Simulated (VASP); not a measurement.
VASP runs on ZnCl₂ (space group P4_2/nmc) share one base input (PBEsol GGA, plane waves, VASP's PBE PAW potentials (set 64)) and change the settings named in each case.

INCAR:
```
SYSTEM=ZnCl2
PREC=Accurate; ENCUT=300; LREAL=.False.
LASPH=.True.
EDIFF=1E-6; NELM=100; ALGO=Normal
LMAXMIX=4
ISMEAR=0; SIGMA=0.01
GGA=PS
ISIF=2
LWAVE=.False.; LCHARG=.False.
```

File POSCAR:
```
ZnCl2
3.685380
  1.0000000000   0.0000000000   0.0000000000
  0.0000000000   1.0000000000   0.0000000000
  0.0000000000   0.0000000000   2.9540210236
Zn Cl
2 4
Cart
  0.0000000000   0.0000000000   0.0000000000
  0.5000000000   0.5000000000   1.4770105118
  0.5000000000   0.0000000000   0.3637581488
  0.5000000000   0.0000000000   1.8407686607
  0.0000000000   0.5000000000   1.1132523630
  0.0000000000   0.5000000000   2.5902628748
```

### KPOINTS
```
kpoints
0
G
6 6 2
```

POTCAR, in this order: Zn Cl (PBE.64 set). Program: vasp_std.

```
change                                                                 E(σ→0) (eV/atom)  pressure (GPa)  gap on the mesh (eV)
---------------------------------------------------------------------  ----------------  --------------  --------------------
base run                                                                        -2.9725           -0.76                  3.75
GGA removed, POTCAR Zn Cl (LDA.64 set)                                          -3.2308           -2.88                  3.57
KPOINTS 2×2×1 Γ-centred mesh                                                    -2.8363            0.98                  3.70
LDAU = .TRUE., LDAUJ = 0 0, LDAUL = 2 -1, LDAUTYPE = 2, LDAUU = 8.0 0           -2.8690             ___                   ___
```

Question: Fill in the missing entries.

Answer: 
- LDAU = .TRUE., LDAUJ = 0 0, LDAUL = 2 -1, LDAUTYPE = 2, LDAUU = 8.0 0, pressure (GPa): -3.61
- LDAU = .TRUE., LDAUJ = 0 0, LDAUL = 2 -1, LDAUTYPE = 2, LDAUU = 8.0 0, gap on the mesh (eV): 4.02

Energies of different potentials or functionals have different zeros.  At 300 eV the pressure can carry a Pulay error.

Left out are runs that ran out of time, are held back, or changed the cell or the kind of run, fixed moments of cells without a moment, rows past the twelfth, gaps on odd meshes, pressures of charged cells and columns that move by less than the noise.

The structure comes from a computed database's ZnCl2 entry (P4_2/nmc); how it stands against other phases isn't given here. The cell was not relaxed at this level.
